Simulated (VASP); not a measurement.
Computed with PW91 GGA, VASP's PBE PAW potentials (set 64) (plane waves; VASP).

Input for VASP

### POSCAR
```
PbS
1
    0.0000000000     2.9400781031     2.9400781031
    2.9400781031     0.0000000000     2.9400781031
    2.9400781031     2.9400781031     0.0000000000
Pb S
1 1
Direct
  0.0000000000   0.0000000000   0.0000000000
  0.5000000000   0.5000000000   0.5000000000
```

### KPOINTS
```
Automatic mesh
0
Gamma
8 8 8
0 0 0
```

**INCAR**
```
! general
SYSTEM  = PbS
PREC    = Accurate
ENCUT   = 520   ! plane-wave cut-off (eV)
LREAL   = .False.   ! projection in real space or not
LASPH   = .True.

! electronic loop
EDIFF   = 1E-7
NELM    = 100   ! most electronic steps
ALGO    = Normal   ! blocked Davidson
LMAXMIX = 4   ! l cut-off of mixed one-centre charges

! smearing
ISMEAR  = 0   ! Gaussian
SIGMA   = 0.05   ! width (eV)

! functional
GGA     = 91

! ions
ISIF    = 2

! output
LWAVE   = .False.
LCHARG  = .False.
```

POTCAR, in this order: Pb_d S (PBE.64 set). Program: vasp_std.

Unless said otherwise, spin-orbit coupling is left out, though it shifts the bands of the heavy elements here.

**Question.** Estimate the energy per atom (σ→0), pressure, band gap (on the k-mesh).

**Answer.** 
```
Item                               Value
------------------------  --------------
energy per atom (σ→0)     -4.397 eV/atom
band gap (on the k-mesh)         0.24 eV
pressure                       38.6 kbar
```

OSZICAR:
```
...
DAV:   7    -0.879071583160E+01   -0.59867E-05   -0.16432E-01   888   0.259E+00    0.190E+00
DAV:   8    -0.879333271150E+01   -0.26169E-02   -0.15166E-02   932   0.147E+00    0.169E-01
DAV:   9    -0.879296186353E+01    0.37085E-03   -0.30177E-03  1318   0.532E-01    0.863E-02
DAV:  10    -0.879309392251E+01   -0.13206E-03   -0.28129E-04   884   0.117E-01    0.505E-02
DAV:  11    -0.879309562089E+01   -0.16984E-05   -0.42282E-05  1076   0.769E-02    0.873E-03
DAV:  12    -0.879309614099E+01   -0.52010E-06   -0.26542E-06   998   0.151E-02    0.388E-03
DAV:  13    -0.879309614107E+01   -0.87311E-10   -0.28316E-07   790   0.428E-03
   1 F= -.87930961E+01 E0= -.87930954E+01  d E =-.144440E-05
```

The compound is PbS in the rock salt structure. This cell is one point of a volume scan, at 0.94 of the reference volume.
